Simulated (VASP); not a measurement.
Here is the system:

```yaml
crystal:
  lattice:
    - [-1.48909, 1.48909, 1.48909]
    - [1.48909, -1.48909, 1.48909]
    - [1.48909, 1.48909, -1.48909]
  atoms:
    - { symbol: V, position: [0.00000, 0.00000, 0.00000] }
```

Calculation: r2SCAN meta-GGA, VASP's PBE PAW potentials (set 64) (plane waves; VASP 6.6.1). Settings: 400 eV cut-off, 15×15×15 Γ-centred mesh, first-order Methfessel-Paxton smearing of 0.10 eV, potentials V_sv.

### Question
Predict the energy per atom (σ→0), band gap (on the k-mesh) with the smallest direct gap where there is one.

### Answer

The band gap (on the k-mesh) comes out as none (metal, semimetal or under 0.01 eV) and the energy per atom (σ→0) is -14.137 eV/atom.

Only differences to runs with the same potentials and settings are physical.

The compound is V in the bcc structure. It was relaxed first, which changed the volume by -5 %. The start is the result of an earlier pass. The run is not spin-polarised, so no magnetic state was tried.
